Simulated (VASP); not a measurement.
Computed with HSE06 screened hybrid, VASP's PBE PAW potentials (set 64) (plane waves; VASP 6.6.1).

VASP ran on this input.

**INCAR**
```
# general
SYSTEM   = Mg32O31
PREC     = Normal
ENCUT    = 400   # plane-wave cut-off (eV)
LREAL    = Auto   # projection in real space or not
LASPH    = .True.   # aspherical one-centre terms
ISYM     = 0
NELECT   = 249.0

# electronic loop
EDIFF    = 1E-5   # SCF stop (eV)
NELM     = 50   # most electronic steps
NELMIN   = 4
ALGO     = Normal   # blocked Davidson

# smearing
ISMEAR   = 0   # Gaussian
SIGMA    = 0.05

# functional
GGA      = PE
LHFCALC  = .True.
AEXX     = 0.25
HFSCREEN = 0.2   # 1/Angstrom
PRECFOCK = Fast

# spin
ISPIN    = 2   # spin-polarised
MAGMOM   = 63*0.0159
NUPDOWN  = 1

# ions
ISIF     = 0

# output
LWAVE    = .False.
LCHARG   = .False.
LORBIT   = 10
```

### KPOINTS
```
Automatic mesh
0
Gamma
1 1 1
0 0 0
```

File POSCAR:
```
Mg32O31
8.4869590
  1.0000000019   0.0000000000   0.0000000000
  0.0000000000   1.0000000019   0.0000000000
  0.0000000000   0.0000000000   1.0000000019
Mg O
32 31
Direct
  0.4998999893   0.9994108715   0.9979160771
  0.7499591358   0.2498869115   0.0000808848
  0.7512987956   0.9997067125   0.2499802024
  0.0000070459   0.9998648102   0.9994385251
  0.2501281249   0.2498015320   0.0001841192
  0.5003408132   0.4995183010   0.9877060274
  0.7499183205   0.7497291393   0.0002128240
  0.2480394564   0.9997717797   0.2500093176
  0.4997892192   0.2374552608   0.2495505674
  0.7618581793   0.5000155090   0.2502451621
  0.4998418254   0.9996848596   0.5012768671
  0.7498973385   0.2498195280   0.4999484589
  0.7506886875   0.9998815258   0.7500804772
  0.0002258927   0.4998204312   0.9987745797
  0.2500298055   0.7494964852   0.0000671077
  0.9995687003   0.2482729116   0.2501135414
  0.2381250622   0.4995862080   0.2502672667
  0.4995753603   0.7614199903   0.2496780776
  0.9999320856   0.9999188969   0.5007871740
  0.2499287154   0.2497423945   0.4998983462
  0.5002289489   0.4994849518   0.5116218713
  0.7497925452   0.7499592792   0.4999554683
  0.2491699691   0.9998310661   0.7500380182
  0.5000684895   0.2479462097   0.7496879695
  0.7519999510   0.4999909786   0.7500258059
  0.9999463555   0.7515234316   0.2502001157
  0.0000954168   0.4999429767   0.5019058826
  0.2500730320   0.7496303029   0.4999991921
  0.9999998745   0.2492837856   0.7501234409
  0.2486643622   0.4996019436   0.7500434606
  0.4999624561   0.7512370755   0.7496245266
  0.0000743943   0.7506300259   0.7501366140
  0.7471013460   0.2525322074   0.2500187927
  0.9999724916   0.4998491828   0.2502793492
  0.9999007660   0.2507551510   0.4992759929
  0.2525493820   0.2522233730   0.2500161373
  0.7469323469   0.7470992478   0.2500359060
  0.9996516837   0.9998976078   0.2500939309
  0.5000501480   0.2522348177   0.4968408885
  0.7475188512   0.4998716918   0.4974015173
  0.9999553293   0.7490842841   0.4992596399
  0.7492162910   0.2507575680   0.7500338541
  0.0003407096   0.4999077374   0.7502903091
  0.9999134658   0.2507658181   0.0009790345
  0.2523704206   0.7470581456   0.2500488924
  0.4996880436   0.9994709660   0.2496564867
  0.2528403566   0.4996085090   0.4972022388
  0.4998733800   0.7468933818   0.4969916153
  0.7490542622   0.9997642187   0.4991726244
  0.2508811821   0.2507029650   0.7499897181
  0.5002433212   0.4995127080   0.7496936649
  0.7491896387   0.7490518189   0.7500186297
  0.9999621527   0.9999735785   0.7500904357
  0.5001526702   0.2522780303   0.0024845777
  0.7473410263   0.4999277444   0.0028534106
  0.0001173686   0.7489523861   0.0010633864
  0.2507274825   0.9998188092   0.4992328848
  0.2508906483   0.7487413105   0.7500025276
  0.4998935098   0.9996919191   0.7496801577
  0.2531328243   0.4995884097   0.0030971487
  0.4998941824   0.7469200463   0.0024047827
  0.7491677942   0.9997196741   0.0008394154
  0.2507435761   0.9997896064   0.0007770809
```

POTCAR, in this order: Mg O (PBE.64 set). Program: vasp_gam. Read from the step before: WAVECAR.

Output of the run:

OSZICAR:
```
       N       E                     dE             d eps       ncg     rms          rms(c)
DAV:   1    -0.447899427940E+03   -0.44790E+03   -0.77127E+00   628   0.792E+00    0.164E+00
DAV:   2    -0.447964684888E+03   -0.65257E-01   -0.17431E-01   683   0.972E-01    0.106E+00
DAV:   3    -0.447945988306E+03    0.18697E-01   -0.16669E-02   691   0.293E-01    0.676E-01
DAV:   4    -0.447941556180E+03    0.44321E-02   -0.46144E-03   675   0.156E-01    0.438E-01
DAV:   5    -0.447939890865E+03    0.16653E-02   -0.62418E-04   672   0.931E-02    0.255E-01
DAV:   6    -0.447939316361E+03    0.57450E-03   -0.25446E-04   680   0.607E-02    0.144E-01
DAV:   7    -0.447939122415E+03    0.19395E-03   -0.69216E-05   662   0.334E-02    0.834E-02
DAV:   8    -0.447939055840E+03    0.66575E-04   -0.26617E-05   480   0.195E-02    0.500E-02
DAV:   9    -0.447939033330E+03    0.22510E-04   -0.11561E-05   371   0.130E-02    0.300E-02
DAV:  10    -0.447939025617E+03    0.77131E-05   -0.38722E-06   360   0.767E-03
   1 F= -.44793903E+03 E0= -.44793903E+03  d E =-.555878E-11  mag=     1.0000
```

File OUTCAR:
```
------------------------ aborting loop because EDIFF is reached ----------------------------------------
  volume of cell :      611.30
      direct lattice vectors                 reciprocal lattice vectors
     8.486959016  0.000000000  0.000000000     0.117827834  0.000000000  0.000000000
     0.000000000  8.486959016  0.000000000     0.000000000  0.117827834  0.000000000
     0.000000000  0.000000000  8.486959016     0.000000000  0.000000000  0.117827834
  FREE ENERGIE OF THE ION-ELECTRON SYSTEM (eV)
  ---------------------------------------------------
  free  energy   TOTEN  =      -447.9390256168 eV

  energy  without entropy=     -447.9390256168  energy(sigma->0) =     -447.93902562

  exchange ACFDT corr.  =         0.00000000  see jH, gK, PRB 81, 115126

 total charge

# of ion       s       p       d       tot
------------------------------------------
    1        0.139   0.168   0.071   0.378
    2        0.138   0.169   0.072   0.380
    3        0.139   0.168   0.071   0.378
    4        0.138   0.168   0.071   0.377
    5        0.138   0.169   0.072   0.380
    6        0.148   0.173   0.072   0.394
    7        0.138   0.169   0.072   0.380
    8        0.139   0.168   0.071   0.379
    9        0.148   0.173   0.072   0.394
   10        0.148   0.173   0.072   0.394
   11        0.139   0.168   0.071   0.379
   12        0.138   0.169   0.072   0.380
   13        0.138   0.168   0.071   0.377
   14        0.139   0.168   0.071   0.378
   15        0.138   0.169   0.072   0.380
   16        0.139   0.168   0.071   0.379
   17        0.148   0.173   0.072   0.394
   18        0.148   0.173   0.072   0.394
   19        0.138   0.168   0.071   0.377
   20        0.138   0.169   0.072   0.380
   21        0.148   0.173   0.072   0.394
   22        0.138   0.169   0.072   0.380
   23        0.138   0.168   0.071   0.377
   24        0.139   0.168   0.071   0.378
   25        0.139   0.168   0.071   0.378
   26        0.139   0.168   0.071   0.379
   27        0.139   0.168   0.071   0.379
   28        0.138   0.169   0.072   0.380
   29        0.138   0.168   0.071   0.377
   30        0.139   0.168   0.071   0.378
   31        0.139   0.168   0.071   0.378
   32        0.138   0.168   0.071   0.377
   33        1.572   3.576   0.000   5.148
   34        1.571   3.603   0.000   5.174
   35        1.570   3.583   0.000   5.152
   36        1.572   3.577   0.000   5.149
   37        1.572   3.577   0.000   5.148
   38        1.571   3.585   0.000   5.156
   39        1.572   3.577   0.000   5.148
   40        1.572   3.577   0.000   5.148
   41        1.570   3.582   0.000   5.152
   42        1.570   3.582   0.000   5.152
   43        1.571   3.585   0.000   5.156
   44        1.570   3.583   0.000   5.152
   45        1.572   3.577   0.000   5.149
   46        1.571   3.603   0.000   5.174
   47        1.572   3.577   0.000   5.148
   48        1.572   3.577   0.000   5.148
   49        1.570   3.583   0.000   5.152
   50        1.570   3.582   0.000   5.152
   51        1.571   3.603   0.000   5.174
   52        1.570   3.582   0.000   5.152
   53        1.570   3.587   0.000   5.156
   54        1.572   3.577   0.000   5.148
   55        1.572   3.577   0.000   5.148
   56        1.570   3.582   0.000   5.152
   57        1.570   3.583   0.000   5.152
   58        1.570   3.582   0.000   5.152
   59        1.571   3.585   0.000   5.156
   60        1.572   3.576   0.000   5.148
   61        1.572   3.577   0.000   5.148
   62        1.570   3.582   0.000   5.152
   63        1.570   3.582   0.000   5.152
--------------------------------------------------
tot         53.180 116.484   2.299 171.962

 magnetization (x)

# of ion       s       p       d       tot
------------------------------------------
    1        0.001   0.000   0.000   0.001
    2        0.000  -0.000  -0.000  -0.000
    3        0.001   0.000   0.000   0.002
    4        0.000   0.000   0.000   0.000
    5        0.000  -0.000  -0.000  -0.000
    6        0.005   0.007   0.003   0.015
    7        0.000  -0.000  -0.000  -0.000
    8        0.001   0.000   0.000   0.001
    9        0.005   0.007   0.003   0.015
   10        0.005   0.007   0.003   0.015
   11        0.001   0.000   0.000   0.002
   12        0.000  -0.000  -0.000  -0.000
   13        0.000   0.000   0.000   0.000
   14        0.001   0.000   0.000   0.002
   15        0.000  -0.000  -0.000  -0.000
   16        0.001   0.000   0.000   0.001
   17        0.005   0.007   0.003   0.015
   18        0.006   0.007   0.003   0.015
   19        0.000   0.000   0.000   0.000
   20        0.000  -0.000  -0.000  -0.000
   21        0.006   0.007   0.003   0.015
   22        0.000  -0.000  -0.000  -0.000
...
```
(Selected blocks of OUTCAR.)

The cell is charged, with a uniform compensating background. The supercell is sampled at Γ alone, which is coarse: total energies, pressure and levels can be off, energies of defects by several tenths of an eV.

The cell is a supercell with a defect, built from MgO (rock salt): vac_O, charge +1. The cell's shape comes from a PBE relaxation.
